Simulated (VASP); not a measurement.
```xyz
2
Lattice="0.0000 2.8628 2.8628 2.8628 0.0000 2.8628 2.8628 2.8628 0.0000" Properties=species:S:1:pos:R:3 pbc="T T T"
Zn     0.0000     2.8628     2.8628
Se     1.4314     1.4314     1.4314
```

Method: optB88-vdW, VASP's PBE PAW potentials (set 64) (plane waves; VASP). Run with 520 eV cut-off, Gaussian smearing of 0.050 eV, potentials Zn Se.

Problem. Give the energies of bands 2 to 12 at the high-symmetry points, in eV from the valence-band maximum.

Solution. 
```json
[
 {"band": "2", "Γ": "-6.56", "X": "-6.50", "U": "-6.47", "L": "-6.48", "W": "-6.45"},
 {"band": "3", "Γ": "-6.56", "X": "-6.33", "U": "-6.37", "L": "-6.48", "W": "-6.38"},
 {"band": "4", "Γ": "-6.56", "X": "-6.33", "U": "-6.30", "L": "-6.22", "W": "-6.26"},
 {"band": "5", "Γ": "-6.23", "X": "-6.19", "U": "-6.21", "L": "-6.22", "W": "-6.25"},
 {"band": "6", "Γ": "-6.23", "X": "-6.07", "U": "-5.99", "L": "-6.09", "W": "-5.96"},
 {"band": "7", "Γ": "0.00", "X": "-4.64", "U": "-4.58", "L": "-5.03", "W": "-4.54"},
 {"band": "8", "Γ": "0.00", "X": "-2.06", "U": "-2.93", "L": "-0.82", "W": "-2.64"},
 {"band": "9", "Γ": "0.00", "X": "-2.06", "U": "-1.69", "L": "-0.82", "W": "-2.50"},
 {"band": "10", "Γ": "1.06", "X": "3.04", "U": "3.57", "L": "2.42", "W": "5.34"},
 {"band": "11", "Γ": "5.82", "X": "3.42", "U": "5.49", "L": "6.38", "W": "5.47"},
 {"band": "12", "Γ": "5.82", "X": "10.47", "U": "8.94", "L": "6.38", "W": "6.87"}
]
```

The gap is direct, 1.06 eV, from the valence maximum at Γ to the conduction minimum at Γ.

Measured: gap 2.87 eV (computed value off by -1.81 eV), as given by Wei Chen et al., Physical Review Materials (2018), doi:10.1103/physrevmaterials.2.073803 [zero-point renormalisation of 0.05 eV added back (the table's ZPR column)].

The compound is ZnSe in the zinc blende structure. It was relaxed first.
